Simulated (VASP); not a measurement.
Output of a VASP run:

**OSZICAR**
```
       N       E                     dE             d eps       ncg     rms          rms(c)
DAV:   1    -0.131311559644E+02   -0.13131E+02   -0.54077E+03  1936   0.996E+02
DAV:   2    -0.543266630869E+02   -0.41196E+02   -0.39111E+02  1989   0.184E+02
DAV:   3    -0.547541394535E+02   -0.42748E+00   -0.42121E+00  2212   0.189E+01
DAV:   4    -0.547558271779E+02   -0.16877E-02   -0.16877E-02  2207   0.122E+00
DAV:   5    -0.547558390307E+02   -0.11853E-04   -0.11852E-04  2045   0.916E-02    0.133E+01
DAV:   6    -0.510600796734E+02    0.36958E+01   -0.35696E+00  1907   0.162E+01    0.640E+00
DAV:   7    -0.513717209920E+02   -0.31164E+00   -0.56577E-01  1879   0.442E+00    0.455E+00
DAV:   8    -0.514624873497E+02   -0.90766E-01   -0.30659E-01  1905   0.362E+00    0.982E-01
DAV:   9    -0.515022038847E+02   -0.39717E-01   -0.40334E-02  1920   0.140E+00    0.191E-01
DAV:  10    -0.515045800906E+02   -0.23762E-02   -0.44107E-03  1939   0.488E-01    0.913E-02
DAV:  11    -0.515046324459E+02   -0.52355E-04   -0.22424E-04  1943   0.157E-01    0.784E-02
DAV:  12    -0.515051560525E+02   -0.52361E-03   -0.27120E-04  1923   0.108E-01    0.238E-03
DAV:  13    -0.515051557977E+02    0.25483E-06   -0.89580E-06  1941   0.306E-02
   1 F= -.51505156E+02 E0= -.51505167E+02  d E =-.515052E+02
       N       E                     dE             d eps       ncg     rms          rms(c)
DAV:   1    -0.518535134053E+02   -0.34836E+00   -0.92843E+00  1898   0.324E+01    0.385E+00
DAV:   2    -0.514539908669E+02    0.39952E+00   -0.15769E+00  1892   0.963E+00    0.172E+00
DAV:   3    -0.514723414964E+02   -0.18351E-01   -0.39676E-02  1884   0.212E+00    0.143E+00
DAV:   4    -0.514443557888E+02    0.27986E-01   -0.21167E-01  1893   0.279E+00    0.844E-01
DAV:   5    -0.514782193423E+02   -0.33864E-01   -0.81925E-02  1875   0.190E+00    0.102E-01
DAV:   6    -0.514783576652E+02   -0.13832E-03   -0.74658E-04  2017   0.285E-01    0.228E-02
DAV:   7    -0.514784881726E+02   -0.13051E-03   -0.10829E-04  1888   0.127E-01    0.131E-02
DAV:   8    -0.514785057174E+02   -0.17545E-04   -0.80619E-06  1973   0.288E-02    0.474E-03
DAV:   9    -0.514785008543E+02    0.48631E-05   -0.23926E-06  1864   0.187E-02    0.168E-03
DAV:  10    -0.514785026567E+02   -0.18024E-05   -0.95615E-08   943   0.344E-03    0.134E-03
DAV:  11    -0.514785018962E+02    0.76050E-06   -0.43579E-08   959   0.255E-03
   2 F= -.51478502E+02 E0= -.51478522E+02  d E =0.266539E-01
       N       E                     dE             d eps       ncg     rms          rms(c)
DAV:   1    -0.517097142277E+02   -0.23121E+00   -0.49783E+00  1907   0.239E+01    0.319E+00
DAV:   2    -0.514998402277E+02    0.20987E+00   -0.75060E-01  1892   0.693E+00    0.829E-01
DAV:   3    -0.515051082253E+02   -0.52680E-02   -0.22983E-02  1880   0.167E+00    0.740E-01
DAV:   4    -0.515085843360E+02   -0.34761E-02   -0.94176E-03  2205   0.611E-01    0.444E-01
DAV:   5    -0.515087584692E+02   -0.17413E-03   -0.87144E-04  2249   0.257E-01    0.352E-02
DAV:   6    -0.515088977309E+02   -0.13926E-03   -0.56265E-04  1910   0.259E-01    0.184E-02
DAV:   7    -0.515090037682E+02   -0.10604E-03   -0.29930E-05  1891   0.664E-02    0.134E-02
DAV:   8    -0.515090168030E+02   -0.13035E-04   -0.18032E-05  1950   0.376E-02    0.299E-03
DAV:   9    -0.515090222803E+02   -0.54773E-05   -0.11967E-06  1010   0.116E-02    0.789E-04
DAV:  10    -0.515090217420E+02    0.53834E-06   -0.10010E-08   936   0.128E-03
   3 F= -.51509022E+02 E0= -.51509042E+02  d E =-.386594E-02
```

**OUTCAR**
```
------------------------ aborting loop because EDIFF is reached ----------------------------------------
  FORCE on cell =-STRESS in cart. coord.  units (eV):
  Direction    XX          YY          ZZ          XY          YZ          ZX
  --------------------------------------------------------------------------------------
  Total       -0.0063801     -0.0063801     -0.0063801      0.0000000      0.0000000     -0.0000000
  in kB       -0.6671258     -0.6671258     -0.6671258      0.0000000      0.0000000     -0.0000000
  external PRESSURE =      -0.6671258 kB  Pullay stress =       0.0000000 kB
  volume of cell :       15.32
      direct lattice vectors                 reciprocal lattice vectors
     0.000000000  1.971359891  1.971359891    -0.253632024  0.253632024  0.253632024
     1.971359891  0.000000000  1.971359891     0.253632024 -0.253632024  0.253632024
     1.971359891  1.971359891  0.000000000     0.253632024  0.253632024 -0.253632024
 POSITION                                       TOTAL-FORCE (eV/Angst)
 -----------------------------------------------------------------------------------
      0.00000      0.00000      0.00000         0.000000     -0.000000      0.000000
 -----------------------------------------------------------------------------------
    total drift:                               -0.000000     -0.000000     -0.000000
  FREE ENERGIE OF THE ION-ELECTRON SYSTEM (eV)
  ---------------------------------------------------
  free  energy   TOTEN  =       -51.5090217420 eV

  energy  without entropy=      -51.5090813537  energy(sigma->0) =      -51.50904161

 reached required accuracy - stopping structural energy minimisation
```
(Selected blocks of OUTCAR.)

### POSCAR
```
Pt
1
    0.0000000000     1.9600000000     1.9600000000
    1.9600000000     0.0000000000     1.9600000000
    1.9600000000     1.9600000000     0.0000000000
Pt
1
Direct
  0.0000000000   0.0000000000   0.0000000000
```

**Question.** Write an INCAR and KPOINTS that could have produced this output.

**Answer.** This is not unique; one that fits is the input of the run itself, r2SCAN meta-GGA, plane waves, VASP's PBE PAW potentials (set 64).

**KPOINTS**
```
Automatic
0
gamma
  14 14 14
```

INCAR:
```
SYSTEM = Pt
PREC = Accurate; ENCUT = 480; LREAL = .False.
LASPH = .True.
EDIFF = 1E-6; NELM = 100; ALGO = Normal
LMAXMIX = 6; LMIXTAU = .True.
ISMEAR = 1; SIGMA = 0.1
METAGGA = R2SCAN
IBRION = 2; NSW = 60; ISIF = 3
EDIFFG = -0.01
LWAVE = .False.; LCHARG = .False.
```

POTCAR, in this order: Pt (PBE.64 set). Program: vasp_std.

The compound is Pt in the fcc structure. This run relaxes it. Symmetry was kept, so distortions that lower it aren't found.
